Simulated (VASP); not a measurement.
Data:

```xyz
8
Lattice="-0.0196 5.8304 5.8835 5.8304 -0.0196 5.8835 2.9054 2.9054 0.0000" Properties=species:S:1:pos:R:3 pbc="T T T"
Cd     5.8109     5.8109    11.7132
Cd     5.8395     8.6877     8.8282
Cd     8.6877     5.8395     8.8282
Se     1.4527     1.4527     1.4831
Se     4.2121     1.5988     4.5672
Se     1.5988     4.2121     4.5672
Se     4.3581     4.3581     7.0933
Be     2.9054     2.9054     5.8707
```

Computed with PBEsol GGA, VASP's PBE PAW potentials (set 64) (plane waves; VASP). Run with 400 eV cut-off, Gaussian smearing of 0.050 eV, potentials Cd Se Be.

**Question.** Estimate the band gap (along the path) with the smallest direct gap where there is one.

**Answer.** 
```json
{
  "band gap (along the path)": "0.82 eV",
  "smallest direct gap (along the path)": "0.82 eV"
}
```

The structure was generated: BeCd3Se4 was put into an ordered model structure (Amm2), which need not be its known phase. It was relaxed first.
